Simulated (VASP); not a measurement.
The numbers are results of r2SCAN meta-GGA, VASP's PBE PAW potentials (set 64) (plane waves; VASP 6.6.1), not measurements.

A VASP calculation is set up with these files.

POSCAR:
```
TiSi
1
    4.3464273398    -0.0000000000     0.0000000000
   -2.1732136699     3.7641166669    -0.0000000000
    0.0000000000    -0.0000000000     4.9059447339
Ti Si
2 2
Direct
  0.3333330000   0.6666670000   0.9378097697
  0.6666670000   0.3333330000   0.4378097697
  0.3333330000   0.6666670000   0.4371902303
  0.6666670000   0.3333330000   0.9371902303
```

File KPOINTS:
```
Automatic mesh
0
Gamma
7 7 6
0 0 0
```

### INCAR
```
ALGO = Normal
EDIFF = 1E-6
EDIFFG = -0.02
ENCUT = 400
IBRION = 2
ISIF = 3
ISMEAR = 1
LASPH = .True.
LCHARG = .False.
LMAXMIX = 4
LMIXTAU = .True.
LREAL = .False.
LWAVE = .False.
METAGGA = R2SCAN
NELM = 100
NSW = 60
PREC = Accurate
SIGMA = 0.1
SYSTEM = TiSi
```

POTCAR, in this order: Ti_sv Si (PBE.64 set). Program: vasp_std.

The resulting files:

File OSZICAR:
```
       N       E                     dE             d eps       ncg     rms          rms(c)
DAV:   1     0.285788310804E+03    0.28579E+03   -0.14798E+04  1288   0.148E+03
DAV:   2    -0.137793511749E+02   -0.29957E+03   -0.29262E+03  1308   0.454E+02
DAV:   3    -0.519380060203E+02   -0.38159E+02   -0.37337E+02  2420   0.134E+02
DAV:   4    -0.552244841831E+02   -0.32865E+01   -0.32724E+01  1720   0.372E+01
DAV:   5    -0.554887701311E+02   -0.26429E+00   -0.26421E+00  2016   0.827E+00    0.179E+01
DAV:   6    -0.455148509380E+02    0.99739E+01   -0.43672E+01  1684   0.701E+01    0.589E+00
DAV:   7    -0.437065010912E+02    0.18083E+01   -0.43684E+00  1668   0.199E+01    0.366E+00
DAV:   8    -0.431224774898E+02    0.58402E+00   -0.21904E+00  1820   0.999E+00    0.190E+00
DAV:   9    -0.436588832541E+02   -0.53641E+00   -0.32969E-01  1524   0.474E+00    0.104E+00
DAV:  10    -0.438178396605E+02   -0.15896E+00   -0.37145E-01  1548   0.509E+00    0.446E-01
DAV:  11    -0.438592490976E+02   -0.41409E-01   -0.50581E-02  1384   0.200E+00    0.140E-01
DAV:  12    -0.438617553959E+02   -0.25063E-02   -0.25464E-03  1700   0.364E-01    0.673E-02
DAV:  13    -0.438620177278E+02   -0.26233E-03   -0.29783E-03  1560   0.551E-01    0.606E-02
DAV:  14    -0.438623037829E+02   -0.28606E-03   -0.10942E-03  1516   0.351E-01    0.124E-02
DAV:  15    -0.438626651196E+02   -0.36134E-03   -0.19944E-04  1416   0.153E-01    0.807E-03
DAV:  16    -0.438626759872E+02   -0.10868E-04   -0.23455E-05  1572   0.524E-02    0.291E-03
DAV:  17    -0.438626773649E+02   -0.13777E-05   -0.53744E-06  1320   0.221E-02    0.113E-03
DAV:  18    -0.438626792031E+02   -0.18382E-05   -0.27343E-06  1080   0.162E-02    0.130E-03
DAV:  19    -0.438626783846E+02    0.81850E-06   -0.10675E-06   728   0.110E-02
   1 F= -.43862678E+02 E0= -.43862614E+02  d E =-.438627E+02
       N       E                     dE             d eps       ncg     rms          rms(c)
DAV:   1    -0.445059453017E+02   -0.64327E+00   -0.14821E+01  1560   0.507E+01    0.657E+00
DAV:   2    -0.440191789631E+02    0.48677E+00   -0.87312E+00  1612   0.262E+01    0.233E+00
DAV:   3    -0.438736590047E+02    0.14552E+00   -0.82090E-01  1796   0.697E+00    0.103E+00
DAV:   4    -0.438633822136E+02    0.10277E-01   -0.15984E-01  1796   0.204E+00    0.405E-01
DAV:   5    -0.438648726409E+02   -0.14904E-02   -0.10415E-02  1584   0.919E-01    0.253E-01
DAV:   6    -0.438681880606E+02   -0.33154E-02   -0.29180E-03  1768   0.448E-01    0.979E-02
DAV:   7    -0.438698180257E+02   -0.16300E-02   -0.72455E-03  1844   0.471E-01    0.684E-02
DAV:   8    -0.438699055622E+02   -0.87536E-04   -0.24430E-04  1596   0.135E-01    0.643E-02
DAV:   9    -0.438700001838E+02   -0.94622E-04   -0.41087E-05  1892   0.493E-02    0.413E-02
DAV:  10    -0.438700142880E+02   -0.14104E-04   -0.84737E-05  1528   0.108E-01    0.938E-03
DAV:  11    -0.438700315732E+02   -0.17285E-04   -0.16547E-05  1620   0.376E-02    0.846E-03
DAV:  12    -0.438700320281E+02   -0.45486E-06   -0.47761E-06  1404   0.131E-02
   2 F= -.43870032E+02 E0= -.43870128E+02  d E =-.735364E-02
       N       E                     dE             d eps       ncg     rms          rms(c)
DAV:   1    -0.439756575705E+02   -0.10563E+00   -0.24095E+00  1516   0.202E+01    0.254E+00
DAV:   2    -0.438914167022E+02    0.84241E-01   -0.10530E+00  1572   0.974E+00    0.858E-01
DAV:   3    -0.438765673973E+02    0.14849E-01   -0.84254E-02  1796   0.226E+00    0.398E-01
DAV:   4    -0.438748613229E+02    0.17061E-02   -0.21300E-02  1712   0.867E-01    0.187E-01
DAV:   5    -0.438753941938E+02   -0.53287E-03   -0.69367E-04  1548   0.230E-01    0.115E-01
DAV:   6    -0.438761716953E+02   -0.77750E-03   -0.11173E-03  1808   0.245E-01    0.286E-02
DAV:   7    -0.438763101147E+02   -0.13842E-03   -0.53443E-04  2048   0.169E-01    0.248E-02
DAV:   8    -0.438763365689E+02   -0.26454E-04   -0.37789E-05  1608   0.509E-02    0.224E-02
DAV:   9    -0.438763489961E+02   -0.12427E-04   -0.12012E-05  1896   0.251E-02    0.639E-03
DAV:  10    -0.438763567845E+02   -0.77883E-05   -0.50552E-06  1400   0.205E-02    0.230E-03
DAV:  11    -0.438763550656E+02    0.17189E-05   -0.46084E-07   696   0.693E-03    0.882E-04
DAV:  12    -0.438763559245E+02   -0.85896E-06   -0.22724E-07   688   0.436E-03
   3 F= -.43876356E+02 E0= -.43876426E+02  d E =-.136775E-01
       N       E                     dE             d eps       ncg     rms          rms(c)
DAV:   1    -0.438785896545E+02   -0.22346E-02   -0.12667E-01  1296   0.470E+00    0.326E-01
DAV:   2    -0.438773293626E+02    0.12603E-02   -0.12311E-02  1344   0.891E-01    0.187E-01
DAV:   3    -0.438766968563E+02    0.63251E-03   -0.32959E-03  1552   0.561E-01    0.649E-02
DAV:   4    -0.438766149317E+02    0.81925E-04   -0.51095E-04  1520   0.191E-01    0.384E-02
DAV:   5    -0.438766252438E+02   -0.10312E-04   -0.26345E-04  1736   0.120E-01    0.127E-02
DAV:   6    -0.438765905269E+02    0.34717E-04   -0.41732E-05  1368   0.711E-02    0.601E-03
DAV:   7    -0.438765972850E+02   -0.67581E-05   -0.15946E-05  1248   0.327E-02    0.475E-03
DAV:   8    -0.438765884847E+02    0.88003E-05   -0.74260E-06  1320   0.342E-02    0.136E-03
DAV:   9    -0.438765888217E+02   -0.33696E-06   -0.11554E-06   892   0.929E-03
   4 F= -.43876589E+02 E0= -.43876641E+02  d E =-.232897E-03
       N       E                     dE             d eps       ncg     rms          rms(c)
DAV:   1    -0.438769151469E+02   -0.32666E-03   -0.14855E-02  1296   0.161E+00    0.113E-01
DAV:   2    -0.438767609063E+02    0.15424E-03   -0.14339E-03  1336   0.303E-01    0.637E-02
DAV:   3    -0.438766899299E+02    0.70976E-04   -0.36151E-04  1552   0.186E-01    0.208E-02
DAV:   4    -0.438766778350E+02    0.12095E-04   -0.57753E-05  1512   0.642E-02    0.123E-02
DAV:   5    -0.438766790688E+02   -0.12339E-05   -0.27338E-05  1712   0.384E-02    0.416E-03
DAV:   6    -0.438766755757E+02    0.34931E-05   -0.44344E-06  1072   0.243E-02    0.197E-03
DAV:   7    -0.438766764383E+02   -0.86262E-06   -0.18108E-06   936   0.117E-02
   5 F= -.43876676E+02 E0= -.43876736E+02  d E =-.320514E-03
```

OUTCAR:
```
------------------------ aborting loop because EDIFF is reached ----------------------------------------
  FORCE on cell =-STRESS in cart. coord.  units (eV):
  Direction    XX          YY          ZZ          XY          YZ          ZX
  --------------------------------------------------------------------------------------
  Total        0.0095769      0.0095769      0.0116509      0.0000000      0.0000000      0.0000000
  in kB        0.1865750      0.1865750      0.2269818      0.0000000      0.0000000      0.0000000
  external PRESSURE =       0.2000439 kB  Pullay stress =       0.0000000 kB
  volume of cell :       82.24
      direct lattice vectors                 reciprocal lattice vectors
     4.387303300  0.000000000  0.000000000     0.227930446  0.131595698 -0.000000000
    -2.193651650  3.799516292  0.000000000    -0.000000000  0.263191397 -0.000000000
     0.000000000  0.000000000  4.933491975    -0.000000000 -0.000000000  0.202696185
 POSITION                                       TOTAL-FORCE (eV/Angst)
 -----------------------------------------------------------------------------------
     -0.00000      2.53301      4.62528        -0.000000      0.000000     -0.003024
      2.19365      1.26650      2.15854         0.000000     -0.000000     -0.003024
     -0.00000      2.53301      2.15827        -0.000000     -0.000000      0.003024
      2.19365      1.26650      4.62501         0.000000     -0.000000      0.003024
 -----------------------------------------------------------------------------------
    total drift:                               -0.003426      0.001978      0.000592
  FREE ENERGIE OF THE ION-ELECTRON SYSTEM (eV)
  ---------------------------------------------------
  free  energy   TOTEN  =       -43.8766764383 eV

  energy  without entropy=      -43.8768559878  energy(sigma->0) =      -43.87673629

 reached required accuracy - stopping structural energy minimisation
```
(Selected blocks of OUTCAR.)

**CONTCAR**
```
TiSi
   1.00000000000000
     4.3873033004249686    0.0000000000000000    0.0000000000000000
    -2.1936516502124843    3.7995162921482377    0.0000000000000000
     0.0000000000000000    0.0000000000000000    4.9334919754451461
  Ti              Si
     2     2
Direct
     0.3333330000000032    0.6666669999999968    0.9375274884484854
     0.6666669999999968    0.3333330000000032    0.4375274884484854
     0.3333330000000032    0.6666669999999968    0.4374725115515146
     0.6666669999999968    0.3333330000000032    0.9374725115515146
```

Energy and stress use the plane-wave basis of the starting cell.

The structure was generated: TiSi was put into the wurtzite type (P6_3mc), which need not be its known phase. This run relaxes it. It ends in space group P6_3/mmc. Symmetry was kept, so distortions that lower it aren't found. The start is the result of an earlier pass.
